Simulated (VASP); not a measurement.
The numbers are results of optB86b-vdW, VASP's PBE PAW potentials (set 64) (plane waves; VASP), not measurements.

The input files of a VASP run:

### INCAR
```
! general
SYSTEM   = Zn
PREC     = Accurate
ENCUT    = 520
LREAL    = .FALSE.
LASPH    = .TRUE.

! electronic loop
EDIFF    = 1E-6
NELM     = 100
ALGO     = Normal
LMAXMIX  = 4

! smearing
ISMEAR   = 1
SIGMA    = 0.1

! functional
GGA      = MK
LUSE_VDW = .TRUE.
AGGAC    = 0.0
PARAM1   = 0.1234
PARAM2   = 1.0

! ions
IBRION   = 2
NSW      = 60
ISIF     = 3
EDIFFG   = -0.01

! output
LWAVE    = .FALSE.
LCHARG   = .FALSE.
```

**POSCAR**
```
Zn
1
    1.3300000000    -2.3036280000     0.0000000000
    1.3300000000     2.3036280000     0.0000000000
    0.0000000000     0.0000000000     4.9500000000
Zn
2
Direct
  0.3333330000   0.6666670000   0.2500000000
  0.6666670000   0.3333330000   0.7500000000
```

**KPOINTS**
```
Automatic mesh
0
Gamma
14 14 7
0 0 0
```

POTCAR, in this order: Zn (PBE.64 set). Program: vasp_std.

Problem. What will the output report for the number of irreducible k-points (NKPTS), largest plane-wave count, number of space-group operations, FFT grid (NGX, NGY, NGZ)?

Solution. 
```json
{
 "number of irreducible k-points (NKPTS)": "96",
 "largest_plane_wave_count": "841",
 "number_of_space_group_operations": "24",
 "FFT grid (NGX, NGY, NGZ)": "20 × 20 × 40"
}
```

The compound is Zn in the hcp structure. This run relaxes it. Symmetry was kept, so distortions that lower it aren't found.
